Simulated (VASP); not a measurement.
Given:

```xyz
4
Lattice="1.9413 -3.3625 0.0000 1.9413 3.3625 0.0000 0.0000 0.0000 6.3592" Properties=species:S:1:pos:R:3 pbc="T T T"
Zn     1.9413    -1.1208     3.1804
Zn     1.9413     1.1208     0.0008
S      1.9413    -1.1208     5.5636
S      1.9413     1.1208     2.3840
```

These are revPBE GGA, VASP's PBE PAW potentials (set 64) (plane waves; VASP 6.6.1) values and carry that method's errors. Run with 520 eV cut-off, Gaussian smearing of 0.050 eV, potentials Zn S.

### Question
Give the energies of bands 8 to 21 at the high-symmetry points, in eV from the valence-band maximum.

### Answer

```json
[
 {"band": "8", "Γ": "-5.72", "M": "-5.78", "K": "-5.75", "A": "-6.08", "L": "-5.82", "H": "-5.77"},
 {"band": "9", "Γ": "-5.72", "M": "-5.66", "K": "-5.71", "A": "-5.68", "L": "-5.65", "H": "-5.71"},
 {"band": "10", "Γ": "-5.65", "M": "-5.62", "K": "-5.68", "A": "-5.68", "L": "-5.65", "H": "-5.71"},
 {"band": "11", "Γ": "-5.65", "M": "-5.53", "K": "-5.46", "A": "-5.68", "L": "-5.49", "H": "-5.39"},
 {"band": "12", "Γ": "-5.50", "M": "-5.52", "K": "-5.46", "A": "-5.68", "L": "-5.49", "H": "-5.39"},
 {"band": "13", "Γ": "-4.95", "M": "-4.55", "K": "-4.06", "A": "-2.71", "L": "-4.57", "H": "-4.46"},
 {"band": "14", "Γ": "-0.81", "M": "-3.87", "K": "-4.06", "A": "-2.71", "L": "-4.57", "H": "-4.46"},
 {"band": "15", "Γ": "-0.81", "M": "-2.99", "K": "-3.49", "A": "-0.42", "L": "-1.48", "H": "-2.76"},
 {"band": "16", "Γ": "-0.06", "M": "-2.04", "K": "-2.11", "A": "-0.42", "L": "-1.48", "H": "-2.76"},
 {"band": "17", "Γ": "0.00", "M": "-1.51", "K": "-2.11", "A": "-0.42", "L": "-1.47", "H": "-1.22"},
 {"band": "18", "Γ": "0.00", "M": "-0.81", "K": "-1.89", "A": "-0.42", "L": "-1.47", "H": "-1.22"},
 {"band": "19", "Γ": "2.09", "M": "3.79", "K": "4.56", "A": "3.48", "L": "3.63", "H": "4.49"},
 {"band": "20", "Γ": "3.08", "M": "4.18", "K": "5.69", "A": "3.48", "L": "3.63", "H": "4.49"},
 {"band": "21", "Γ": "6.39", "M": "5.26", "K": "5.69", "A": "6.81", "L": "5.33", "H": "6.49"}
]
```

The gap is direct, 2.09 eV, from the valence maximum at Γ to the conduction minimum at Γ.

Measured: gap 3.91 eV (computed value off by -1.82 eV), as given by Mehmet Aras et al., The Journal of Chemical Physics (2014), arXiv:1312.4272.

The compound is ZnS in the wurtzite structure, the high-temperature form. It was relaxed first.
